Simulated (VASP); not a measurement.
These are PBE GGA, VASP's PBE PAW potentials (set 64) (plane waves; VASP 6.6.1) values and carry that method's errors.

VASP ran on this input.

File POSCAR:
```
Ni3Al
1
    3.5284533261     0.0000000000     0.0000000000
    0.0000000000     3.5284533261     0.0000000000
    0.0000000000     0.0000000000     3.5284533261
Al Ni
1 3
Direct
  0.0000000000   0.0000000000   0.0000000000
  0.0000000000   0.5000000000   0.5000000000
  0.5000000000   0.0000000000   0.5000000000
  0.5000000000   0.5000000000   0.0000000000
```

File KPOINTS:
```
Regular mesh
0
gamma
8 8 8
0 0 0
```

**INCAR**
```
ALGO = Normal
EDIFF = 1E-7
ENCUT = 480
GGA = PE
ISIF = 2
ISMEAR = 1
ISPIN = 2
LASPH = .True.
LCHARG = .False.
LMAXMIX = 4
LORBIT = 10
LREAL = .False.
LWAVE = .False.
MAGMOM = -0.0 3*0.3
NELM = 100
PREC = Accurate
SIGMA = 0.1
SYSTEM = Ni3Al
```

POTCAR, in this order: Al Ni (PBE.64 set). Program: vasp_std.

Output

### OSZICAR
```
       N       E                     dE             d eps       ncg     rms          rms(c)
DAV:   1     0.187481848829E+03    0.18748E+03   -0.13833E+04  2800   0.197E+03
DAV:   2    -0.157307262761E+02   -0.20321E+03   -0.19625E+03  2804   0.365E+02
DAV:   3    -0.258828675563E+02   -0.10152E+02   -0.93448E+01  3060   0.109E+02
DAV:   4    -0.261181687544E+02   -0.23530E+00   -0.23308E+00  3192   0.152E+01
DAV:   5    -0.261255151926E+02   -0.73464E-02   -0.73450E-02  3428   0.253E+00    0.198E+01
DAV:   6    -0.268761203823E+02   -0.75061E+00   -0.74646E+01  3136   0.141E+02    0.206E+01
DAV:   7    -0.219016907413E+02    0.49744E+01   -0.21467E+01  3088   0.754E+01    0.262E+00
DAV:   8    -0.218805789568E+02    0.21112E-01   -0.44626E-01  3012   0.585E+00    0.155E+00
DAV:   9    -0.218622210055E+02    0.18358E-01   -0.49708E-02  3676   0.318E+00    0.706E-01
DAV:  10    -0.218641301869E+02   -0.19092E-02   -0.34789E-03  3692   0.766E-01    0.429E-01
DAV:  11    -0.218651529090E+02   -0.10227E-02   -0.98097E-03  3512   0.160E+00    0.213E-01
DAV:  12    -0.218656283947E+02   -0.47549E-03   -0.11869E-03  3328   0.634E-01    0.577E-02
DAV:  13    -0.218656370693E+02   -0.86746E-05   -0.60048E-05  3488   0.905E-02    0.365E-02
DAV:  14    -0.218656418871E+02   -0.48178E-05   -0.12946E-05  3588   0.509E-02    0.993E-03
DAV:  15    -0.218656425405E+02   -0.65342E-06   -0.22345E-06  3424   0.200E-02    0.359E-03
DAV:  16    -0.218656425174E+02    0.23067E-07   -0.23737E-07  2196   0.731E-03
   1 F= -.21865643E+02 E0= -.21865109E+02  d E =-.159969E-02  mag=     0.7371
```

File OUTCAR:
```
------------------------ aborting loop because EDIFF is reached ----------------------------------------
  FORCE on cell =-STRESS in cart. coord.  units (eV):
  Direction    XX          YY          ZZ          XY          YZ          ZX
  --------------------------------------------------------------------------------------
  Total        1.7421559      1.7421559      1.7421559     -0.0000000     -0.0000000      0.0000000
  in kB       63.5395986     63.5395986     63.5395986     -0.0000000     -0.0000000      0.0000000
  external PRESSURE =      63.5395986 kB  Pullay stress =       0.0000000 kB
  volume of cell :       43.93
      direct lattice vectors                 reciprocal lattice vectors
     3.528453326  0.000000000  0.000000000     0.283410296  0.000000000  0.000000000
     0.000000000  3.528453326  0.000000000     0.000000000  0.283410296  0.000000000
     0.000000000  0.000000000  3.528453326     0.000000000  0.000000000  0.283410296
 POSITION                                       TOTAL-FORCE (eV/Angst)
 -----------------------------------------------------------------------------------
      0.00000      0.00000      0.00000         0.000000      0.000000      0.000000
      0.00000      1.76423      1.76423         0.000000      0.000000      0.000000
      1.76423      0.00000      1.76423         0.000000      0.000000      0.000000
      1.76423      1.76423      0.00000         0.000000      0.000000      0.000000
 -----------------------------------------------------------------------------------
    total drift:                                0.000000      0.000000      0.000000
  FREE ENERGIE OF THE ION-ELECTRON SYSTEM (eV)
  ---------------------------------------------------
  free  energy   TOTEN  =       -21.8656425174 eV

  energy  without entropy=      -21.8640428244  energy(sigma->0) =      -21.86510929

 total charge

# of ion       s       p       d       tot
------------------------------------------
    1        0.412   0.403   0.000   0.815
    2        0.505   0.541   8.393   9.439
    3        0.505   0.541   8.393   9.439
    4        0.505   0.541   8.393   9.439
--------------------------------------------------
tot          1.927   2.027  25.178  29.133

 magnetization (x)

# of ion       s       p       d       tot
------------------------------------------
    1       -0.001  -0.008   0.000  -0.009
    2       -0.003  -0.010   0.275   0.262
    3       -0.003  -0.010   0.275   0.262
    4       -0.003  -0.010   0.275   0.262
--------------------------------------------------
tot         -0.010  -0.038   0.825   0.776
```
(Selected blocks of OUTCAR.)

File OUTCAR:
```
 val. band max:        9.8606173185   @ k =   0.2500   0.2500   0.0000

 cond. band min:       9.8854463638   @ k =   0.0000   0.0000   0.0000


 Fermi energy:         9.8681550161

 spin component 1

 k-point     1 :       0.0000    0.0000    0.0000
  band No.  band energies     occupation
      1      -0.2664      1.00000
      2       5.4147      1.00000
      3       6.0955      1.00000
      4       6.0955      1.00000
      5       6.4542      1.00000
      6       6.4542      1.00000
      7       6.4542      1.00000
      8       8.4405      1.00000
      9       8.4405      1.00000
     10       8.4405      1.00000
     11       9.2900      1.00000
     12       9.2900      1.00000
     13       9.5960      1.00041
     14       9.7825      1.00314
     15       9.7825      1.00314
     16       9.7825      1.00313
     17      10.7468     -0.00000
     18      10.7468     -0.00000
     19      10.7468     -0.00000
     20      16.5639      0.00000

 k-point     2 :       0.1250    0.0000    0.0000
  band No.  band energies     occupation
      1      -0.0722      1.00000
      2       5.4681      1.00000
      3       5.9833      1.00000
      4       6.2177      1.00000
      5       6.4871      1.00000
      6       6.4871      1.00000
      7       6.4994      1.00000
      8       8.3343      1.00000
      9       8.3343      1.00000
     10       8.3909      1.00000
     11       9.1716      1.00000
     12       9.2918      1.00000
     13       9.4069      1.00000
     14       9.4069      1.00000
     15       9.5249      1.00001
     16       9.7827      1.00277
     17      10.0392     -0.01810
     18      11.3707     -0.00000
     19      11.3707     -0.00000
     20      16.5452      0.00000

 k-point     3 :       0.2500    0.0000    0.0000
  band No.  band energies     occupation
      1       0.5001      1.00000
      2       5.1923      1.00000
      3       5.9013      1.00000
...
```

The compound is Ni3Al in the L1_2 structure. This cell was strained or had an atom moved on purpose.
